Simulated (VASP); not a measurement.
VASP ran on this input.

**INCAR**
```
LCHARG  =  .TRUE.
SIGMA  =  0.05
LREAL  =  .FALSE.
SYSTEM  =  AlGa3N4
LMAXMIX  =  4   ! l cut-off of mixed one-centre charges
LASPH  =  .TRUE.
EDIFF  =  1E-6
ENCUT  =  500
NELM  =  100
PREC  =  Accurate
ISMEAR  =  0
LWAVE  =  .FALSE.
ALGO  =  Normal   ! blocked Davidson
GGA  =  PE   ! PBE
```

POSCAR:
```
AlGa3N4
1
    4.5109900650     0.0000000000     0.0000000000
    0.0000000000     4.5109900650     0.0000000000
    0.0000000000     0.0000000000     4.5109900650
Ga N Al
3 4 1
Direct
  0.0000000000   0.0000000000   0.0000000000
  0.5000000000   0.5000000000   0.0000000000
  0.5000000000   0.0000000000   0.5000000000
  0.2440817838   0.2559182162   0.2559182162
  0.7559182162   0.7440817838   0.2559182162
  0.7559182162   0.2559182162   0.7440817838
  0.2440817838   0.7440817838   0.7440817838
  0.0000000000   0.5000000000   0.5000000000
```

**KPOINTS**
```
Automatic mesh
0
Gamma
5 5 5
0 0 0
```

POTCAR, in this order: Ga_d N Al (PBE.64 set). Program: vasp_std.

Task: Write an equivalent input for Quantum ESPRESSO's pw.x.

Result: One equivalent input (not run):
```
&CONTROL
  calculation = 'scf'
  pseudo_dir = './pseudo'
  outdir = './out'
  tprnfor = .true.
  tstress = .true.
/
&SYSTEM
  ibrav = 0
  nat = 8
  ntyp = 3
  ecutwfc = 84
  occupations = 'smearing'
  smearing = 'gaussian'
  degauss = 0.003675
  input_dft = 'pbe'
/
&ELECTRONS
  conv_thr = 7.3e-08
  electron_maxstep = 100
/
ATOMIC_SPECIES
  Ga 69.723 Ga.upf
  N 14.007 N.upf
  Al 26.982 Al.upf
CELL_PARAMETERS angstrom
     4.5109901    0.0000000    0.0000000
     0.0000000    4.5109901    0.0000000
     0.0000000    0.0000000    4.5109901
ATOMIC_POSITIONS crystal
  Ga   0.0000000  0.0000000  0.0000000
  Ga   0.5000000  0.5000000  0.0000000
  Ga   0.5000000  0.0000000  0.5000000
  N    0.2440818  0.2559182  0.2559182
  N    0.7559182  0.7440818  0.2559182
  N    0.7559182  0.2559182  0.7440818
  N    0.2440818  0.7440818  0.7440818
  Al   0.0000000  0.5000000  0.5000000
K_POINTS automatic
  5 5 5 0 0 0
```
Limits of the translation: the potentials are each code's own (VASP's PAW set, PseudoDojo norm-conserving files in pw.x), so ENCUT and ecutwfc are chosen apart and not converted; conv_thr bounds pw.x's estimated SCF error, while EDIFF bounds the energy change between steps.

The structure was generated: AlGa3N4 was put into an ordered model structure (P-43m), which need not be its known phase. It was relaxed first.
